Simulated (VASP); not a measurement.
Input of a VASP 6.6.1 run:

Contents of INCAR:

```
SYSTEM = Ti2SiTe2
PREC = Normal
ENCUT = 520
EDIFF = 1E-4
ISMEAR = 0
SIGMA = 0.15
LREAL = .FALSE.
LASPH = .TRUE.
NELM = 60
ALGO = Fast
ISIF = 3
LWAVE = .FALSE.
LCHARG = .FALSE.
GGA = PE
IBRION = 2
NSW = 24
EDIFFG = -0.08
KPAR = 2
```

The input KPOINTS:

```
regular mesh
0
G
  4 4 2
  0 0 0
```

Contents of POSCAR:

```
Ti2SiTe2
1.0
    4.3944514400      0.0000000000      0.0000000000
   -2.1972257200      3.8057065800      0.0000000000
    0.0000000000      0.0000000000      7.6451603600
Ti Si Te
2 1 2
Direct
    0.6666666700      0.3333333300      0.2264030000
    0.6666666700      0.3333333300      0.7735970000
    0.0000000000      0.0000000000      0.5000000000
    0.0000000000      0.0000000000      0.0000000000
    0.3333333300      0.6666666700      0.5000000000
```

Potentials or basis: VASP PAW PBE potentials, release 64 (Ti_sv, Si, Te).

Command:

```bash
$ cat potpaw_PBE.64/Ti_sv/POTCAR potpaw_PBE.64/Si/POTCAR potpaw_PBE.64/Te/POTCAR > POTCAR
$ mpirun -np 2 vasp_std > vasp.out
```

Task: Predict the relaxed cell.

Result: a = 4.626 Å, b = 4.626 Å, c = 5.941 Å, α = 90.00°, β = 90.00°, γ = 120.00°.

Task: Predict the relaxed volume.

Result: 22.02 Å³/atom.

Forces in eV/Å, atoms in the order of the input:
```
Ti   0.000  0.000 -0.016
Ti   0.000  0.000  0.016
Si   0.000  0.000  0.000
Te   0.000  0.000  0.000
Te   0.000  0.000  0.000
```

Caveat: the k mesh is coarse (spacing up to 0.41 Å⁻¹), so the values aren't converged; the relaxation stopped at a loose force limit of 0.08 eV/Å, so its end isn't a converged minimum. Spin-orbit coupling is left out, which matters for the levels of Te.
